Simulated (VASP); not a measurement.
Here is a VASP 6.6.1 calculation.

The input INCAR:

```
SYSTEM = NiMoIrPdW
PREC = Normal
ENCUT = 520
EDIFF = 1E-5
ISMEAR = 0
SIGMA = 0.15
LREAL = Auto
LASPH = .True.
NELM = 80
ALGO = Fast
ISIF = 2
LWAVE = .False.
LCHARG = .False.
GGA = PE
NBANDS = 68
```

File KPOINTS:

```
regular mesh
0
Gamma
  9 9 1
  0 0 0
```

POSCAR

```
NiMoIrPdW
1.0
    2.7721480000      0.0000000000      0.0000000000
   -1.3860740000      2.4007500000      0.0000000000
    0.0000000000      0.0000000000     22.0186300000
Ni Mo Pd Ir W
2 2 2 2 2
Direct
    0.3333330000      0.6666670000      0.8509960000
    0.6666670000      0.3333330000      0.1490040000
    0.6666670000      0.3333330000      0.7607190000
    0.3333330000      0.6666670000      0.2392810000
    0.3333330000      0.6666670000      0.0531900000
    0.6666670000      0.3333330000      0.9468100000
    0.3333330000      0.6666670000      0.6583980000
    0.6666670000      0.3333330000      0.3416020000
    0.3333330000      0.6666670000      0.4441630000
    0.6666670000      0.3333330000      0.5558370000
```

Potentials or basis: VASP PAW PBE potentials, release 64 (Ni, Mo_sv, Pd, Ir, W_sv).

Launch:

```bash
$ cat potpaw_PBE.64/Ni/POTCAR potpaw_PBE.64/Mo_sv/POTCAR potpaw_PBE.64/Pd/POTCAR potpaw_PBE.64/Ir/POTCAR potpaw_PBE.64/W_sv/POTCAR > POTCAR
$ mpirun -np 1 vasp_std > vasp.out
```

**Question.** Estimate the band gap on the k mesh.

**Answer.** None (metal or under the smearing width).

**Question.** Predict the pressure.

**Answer.** 0.1 GPa.

**Question.** Estimate the largest force.

**Answer.** 0.078 eV/Å.

Stress tensor (GPa, compression positive):
```
 0.30  0.00  0.00
 0.00  0.30  0.00
 0.00  0.00 -0.15
```

Spin-orbit coupling is left out, which matters for the levels of Ir, W. Spin polarisation is off, so any magnetic state and its effect on volume and gap are missing.
